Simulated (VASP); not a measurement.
All values below come from PBE GGA with D3 dispersion (Becke-Johnson damping), VASP's PBE PAW potentials (set 64) (plane waves; VASP).

Input for VASP

POSCAR:
```
Lu
1
    1.7338245668    -3.0030723254    -0.0000000000
    1.7338245668     3.0030723254     0.0000000000
   -0.0000000000     0.0000000000     5.4065071855
Lu
2
Direct
  0.3333330000   0.6666670000   0.2500000000
  0.6666670000   0.3333330000   0.7500000000
```

### KPOINTS
```
K-points
0
gamma
 11 11 6
0 0 0
```

**INCAR**
```
# general
SYSTEM =Lu
PREC   =Accurate
ENCUT  =520
LREAL  =F   # projection in real space or not
LASPH  =T   # aspherical one-centre terms

# electronic loop
EDIFF  =1E-6   # SCF stop (eV)
NELM   =100   # most electronic steps
ALGO   =Normal   # blocked Davidson
LMAXMIX=6   # l cut-off of mixed one-centre charges

# smearing
ISMEAR =1   # Methfessel-Paxton
SIGMA  =0.1

# functional
GGA    =PE   # PBE
IVDW   =12   # D3, Becke-Johnson

# ions
IBRION =2   # conjugate gradients
NSW    =60
ISIF   =3
EDIFFG =-0.01   # ionic stop

# output
LWAVE  =F
LCHARG =F
```

POTCAR, in this order: Lu_3 (PBE.64 set). Program: vasp_std.

Output

File OUTCAR:
```
 ion  position               nearest neighbor table
   1  0.333  0.667  0.250-   2 3.36   2 3.36   2 3.36   2 3.36   2 3.36   2 3.36
   2  0.667  0.333  0.750-   1 3.36   1 3.36   1 3.36   1 3.36   1 3.36   1 3.36
  LATTYP: Found a hexagonal cell.
 ALAT       =     3.4676492066
 C/A-ratio  =     1.5591274848
 Subroutine PRICEL returns:
 Original cell was already a primitive cell.
 Subroutine GETGRP returns: Found 24 space group operations
The static configuration has the point symmetry D_3d.
 The point group associated with its full space group is D_6h.
The dynamic configuration has the point symmetry D_3d.
 Subroutine INISYM returns: Found 24 space group operations
 Subroutine IBZKPT returns following result:
 Found     64 irreducible k-points:

 Following reciprocal coordinates:
            Coordinates               Weight
  0.000000  0.000000  0.000000      1.000000
  0.090909  0.000000  0.000000      6.000000
  0.181818 -0.000000  0.000000      6.000000
  0.272727  0.000000  0.000000      6.000000
  0.363636  0.000000  0.000000      6.000000
  0.454545  0.000000  0.000000      6.000000
  0.090909  0.090909  0.000000      6.000000
...
```

File OSZICAR:
```
       N       E                     dE             d eps       ncg     rms          rms(c)
DAV:   1     0.456437562774E+02    0.45644E+02   -0.87339E+03  2917   0.150E+03
DAV:   2    -0.653496208971E+01   -0.52179E+02   -0.50522E+02  2867   0.720E+02
DAV:   3    -0.877271353987E+01   -0.22378E+01   -0.21513E+01  2954   0.652E+01
DAV:   4    -0.888163499863E+01   -0.10892E+00   -0.10475E+00  3084   0.909E+00
DAV:   5    -0.888952655652E+01   -0.78916E-02   -0.79567E-02  2879   0.176E+00    0.259E+01
DAV:   6    -0.888443378758E+01    0.50928E-02   -0.31803E-02  2796   0.416E+00    0.154E+01
DAV:   7    -0.889485101573E+01   -0.10417E-01   -0.57777E-02  2696   0.553E+00    0.383E-01
DAV:   8    -0.889473499153E+01    0.11602E-03   -0.38664E-03  2736   0.859E-01    0.102E-01
DAV:   9    -0.889474232451E+01   -0.73330E-05   -0.19147E-04  2835   0.227E-01    0.280E-02
DAV:  10    -0.889473804116E+01    0.42834E-05   -0.20087E-05  2847   0.694E-02    0.320E-02
DAV:  11    -0.889473841754E+01   -0.37638E-06   -0.65051E-07  1562   0.170E-02
   1 F= -.96266439E+01 E0= -.96275235E+01  d E =-.962664E+01
```

**OUTCAR**
```
------------------------ aborting loop because EDIFF is reached ----------------------------------------
 Edisp (eV)   -0.73191
  FORCE on cell =-STRESS in cart. coord.  units (eV):
  Direction    XX          YY          ZZ          XY          YZ          ZX
  --------------------------------------------------------------------------------------
  Total      -0.01246    -0.01246    -0.01445     0.00000    -0.00000    -0.00000
  in kB      -0.35449    -0.35449    -0.41133     0.00000    -0.00000    -0.00000
  external pressure =       -0.37 kB  Pullay stress =        0.00 kB
  volume of cell :       56.30
      direct lattice vectors                 reciprocal lattice vectors
     1.733824567 -3.003072325  0.000000000     0.288379810 -0.166496157  0.000000000
     1.733824567  3.003072325  0.000000000     0.288379810  0.166496157  0.000000000
     0.000000000  0.000000000  5.406507185     0.000000000  0.000000000  0.184962299
 POSITION                                       TOTAL-FORCE (eV/Angst)
 -----------------------------------------------------------------------------------
      1.73382      1.00103      1.35163        -0.000000     -0.000000      0.000000
      1.73382     -1.00103      4.05488         0.000000      0.000000      0.000000
 -----------------------------------------------------------------------------------
    total drift:                                0.000000      0.000067     -0.000012
  FREE ENERGIE OF THE ION-ELECTRON SYSTEM (eV)
  ---------------------------------------------------
  free  energy   TOTEN  =        -9.6266439049 eV

  energy  without entropy=       -9.6292825725  energy(sigma->0) =       -9.62752346

 reached required accuracy - stopping structural energy minimisation
```
(Selected blocks of OUTCAR.)

OUTCAR:
```
 val. band max:        2.9902556114   @ k =   0.4545   0.0000   0.3333

 cond. band min:       3.0316628748   @ k =   0.2727   0.0909   0.0000


 Fermi energy:         2.9914386013

 k-point     1 :       0.0000    0.0000    0.0000
  band No.  band energies     occupation
      1     -23.9941      2.00000
      2     -23.5124      2.00000
      3     -23.5124      2.00000
      4     -23.4163      2.00000
      5     -23.4163      2.00000
      6     -23.3732      2.00000
      7      -3.1522      2.00000
      8       0.5255      2.00000
      9       3.8030     -0.00000
     10       5.2178      0.00000
     11       5.2179      0.00000
     12       5.6885      0.00000
     13       5.9983      0.00000

 k-point     2 :       0.0909    0.0000    0.0000
  band No.  band energies     occupation
      1     -23.9791      2.00000
      2     -23.5418      2.00000
      3     -23.5226      2.00000
      4     -23.4476      2.00000
      5     -23.4201      2.00000
      6     -23.3806      2.00000
      7      -2.9475      2.00000
      8       0.7308      2.00000
      9       3.6382     -0.00000
     10       4.7171     -0.00000
     11       5.4124      0.00000
     12       5.7311      0.00000
     13       6.1866      0.00000

 k-point     3 :       0.1818   -0.0000    0.0000
  band No.  band energies     occupation
      1     -23.9364      2.00000
      2     -23.6210      2.00000
      3     -23.5491      2.00000
      4     -23.5293      2.00000
      5     -23.4311      2.00000
      6     -23.4028      2.00000
      7      -2.3614      2.00000
      8       1.2802      2.00000
      9       3.2289     -0.00398
     10       3.9632     -0.00000
     11       5.1375      0.00000
     12       5.7571      0.00000
     13       5.9082      0.00000

 k-point     4 :       0.2727    0.0000    0.0000
  band No.  band energies     occupation
      1     -23.8733      2.00000
      2     -23.7254      2.00000
      3     -23.6316      2.00000
...
```

The compound is Lu in the hcp structure. It was relaxed first. The start is the result of an earlier pass.
